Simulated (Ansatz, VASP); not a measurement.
## CuW2: VASP beside Ansatz

INCAR

```
SYSTEM = CuW2
ALGO = Fast
EDIFF = 1E-7
ENCUT = 520
GGA = PE
ISIF = 2
ISMEAR = 0
LASPH = .True.
LCHARG = .False.
LREAL = .False.
LWAVE = .False.
NBANDS = 26
NELM = 100
PREC = Accurate
SIGMA = 0.1
```

KPOINTS

```
k-points
0
Gamma
  12 12 18
  0 0 0
```

The input POSCAR:

```
CuW2
1.0
    4.5027150362      0.0000000000      0.0000000000
   -2.2513575181      3.8994656074      0.0000000000
    0.0000000000      0.0000000000      2.6428358821
Cu W
1 2
Direct
    0.0000000000      0.0000000000      0.5000000000
    0.6666666667      0.3333333333      0.0000000000
    0.3333333333      0.6666666667      0.0000000000
```

Input for Ansatz:

```yaml
crystal:
  lattice:
    - [4.5027150362, 0.0, 0.0]
    - [-2.2513575181, 3.8994656074, 0.0]
    - [0.0, 0.0, 2.6428358821]
  atoms:
    - { symbol: Cu, position: [0.0, 0.0, 0.5] }
    - { symbol: W, position: [0.6666666667, 0.3333333333, 0.0] }
    - { symbol: W, position: [0.3333333333, 0.6666666667, 0.0] }
basis:
  ecutwfc: 420
  xc_grid: 1
kpoints:
  mp_grid: { grid: [12, 12, 18] }
hamiltonian:
  xc: pbe
scf:
  occupations: { method: gaussian, width: 0.1 }
output:
  forces: true
  eigenvalues: true
  stress: true
```

The cell was built by a generator and needn't be a form met in nature.

Alike in both runs: task single point; functional PBE; k mesh 12 × 12 × 18; occupations gaussian, width 0.1 eV; no spin polarisation.

|  | VASP | Ansatz |
| --- | --- | --- |
| version | VASP 6.6.1 | Ansatz 0.2.0 |
| potentials or method | VASP PAW PBE potentials, release 64 (Cu, W_sv) | scalar-relativistic, plane waves, PAW |
| plane-wave cutoff (eV) | 520 | 420 |
| valence electrons in the cell | 39 | 47 |

Ansatz gave:

```
gap on the k mesh at the Fermi level (eV)       : none
pressure (GPa)                                  : 0.0
largest component of the traceless stress (GPa) : 0.01
```

Estimate VASP's values.

gap on the k mesh at the Fermi level (eV): none; pressure (GPa): 0.7; largest component of the traceless stress (GPa): 0.06.

A gap of «none» marks a metal or a gap that the smearing closes. With one functional, cell and mesh, what is left measures potentials, basis and numerics. The two sets of potentials don't hold the same shells in valence.

Spin-orbit coupling is left out, which matters for the levels of W.
